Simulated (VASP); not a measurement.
VASP runs on Re (hcp) share one base input (PBE GGA, plane waves, VASP's PBE PAW potentials (set 64)) and change the settings named in each case.

INCAR:
```
# general
SYSTEM  = Re
PREC    = Accurate
ENCUT   = 400
LREAL   = .FALSE.
LASPH   = .TRUE.

# electronic loop
EDIFF   = 1E-6
NELM    = 100
ALGO    = Normal
LMAXMIX = 6

# smearing
ISMEAR  = 1
SIGMA   = 0.1

# functional
GGA     = PE

# ions
ISIF    = 2

# output
LWAVE   = .FALSE.
LCHARG  = .FALSE.
```

File KPOINTS:
```
Automatic
0
G
  14 14 8
```

**POSCAR**
```
Re
1
    1.3800000000    -2.3902300000     0.0000000000
    1.3800000000     2.3902300000     0.0000000000
    0.0000000000     0.0000000000     4.4600000000
Re
2
Direct
  0.3333330000   0.6666670000   0.2500000000
  0.6666670000   0.3333330000   0.7500000000
```

POTCAR, in this order: Re (PBE.64 set). Program: vasp_std.

```
change                               E(σ→0) (eV/atom)  pressure (GPa)  −TS (eV)  irreducible k-points
-----------------------------------  ----------------  --------------  --------  --------------------
base run                                     -12.4223            5.73    0.0009                   120
KPOINTS 2×2×1 Monkhorst-Pack mesh            -12.3489            9.83    0.0029                     2
KPOINTS 4×4×2 Monkhorst-Pack mesh            -12.4327            6.24   -0.0007                     6
KPOINTS 7×7×4 Monkhorst-Pack mesh            -12.4418            5.77    0.0027                    16
KPOINTS 13×13×7 Monkhorst-Pack mesh                 ?               ?         ?                    84
```

Question: Fill in the missing entries.

Answer: 
- KPOINTS 13×13×7 Monkhorst-Pack mesh, E(σ→0) (eV/atom): -12.4202
- KPOINTS 13×13×7 Monkhorst-Pack mesh, pressure (GPa): 5.51
- KPOINTS 13×13×7 Monkhorst-Pack mesh, −TS (eV): -0.0006

Unless said otherwise, spin-orbit coupling is left out, though it shifts the bands of the heavy elements here.

Left out are runs that ran out of time, are held back, or changed the cell or the kind of run, fixed moments of cells without a moment, rows past the twelfth, gaps on odd meshes, pressures of charged cells and columns that move by less than the noise.

The compound is Re in the hcp structure. The cell was not relaxed at this level.
